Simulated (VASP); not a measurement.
**BeAl3 under changes of volume**

One of the cells (14.820 Å³/atom); the others are scaled copies at fixed shape and fractional positions:

```
Al Be
1.0
    -1.95505    1.95505    3.87740
     1.95505   -1.95505    3.87740
     1.95505    1.95505   -3.87740
Al Be
3 1
Direct
  0.50000 0.50000 0.00000
  0.25000 0.75000 0.50000
  0.75000 0.25000 0.50000
  0.00000 0.00000 0.00000
```

The cell comes from a database or a generator and needn't be the stable form of this composition.

| Item | Value |
| --- | --- |
| Program | VASP 6.6.1 |
| Functional | PBE |
| Potentials or basis | VASP PAW PBE potentials, release 64 (Al, Be) |
| Cutoff | 520 eV |
| k mesh | 10 × 10 × 10 |
| Occupations | fermi-dirac, width 0.05 eV |
| Spin | no spin polarisation |

| volume (Å³/atom) | energy over the lowest point (meV/atom) | pressure (GPa) |
| --- | --- | --- |
| 13.658 | 19.78 | 7.1 |
| 13.949 | ? | ? |
| 14.239 | 2.51 | 2.6 |
| 14.820 | 0.00 | -1.1 |
| 15.111 | 3.42 | -2.7 |
| 15.402 | 9.54 | -4.1 |

Question: What does the run at 13.949 Å³/atom give?

Answer: Energy over the lowest point 9.11 meV/atom; pressure 4.7 GPa.

Worked out: A Birch-Murnaghan fit of order 3 (a polynomial in V^(-2/3)) to the other rows has its minimum at 14.64 Å³/atom with B0 = V·E''(V) = 89 GPa and B' = 4.2 at fixed shape and positions, which overstates the stiffness. It gives 9.09 meV/atom at 13.949 Å³/atom, against the run's 9.11, and -dE/dV = 4.7 GPa, against 4.7.

Energies are extrapolated to zero smearing.
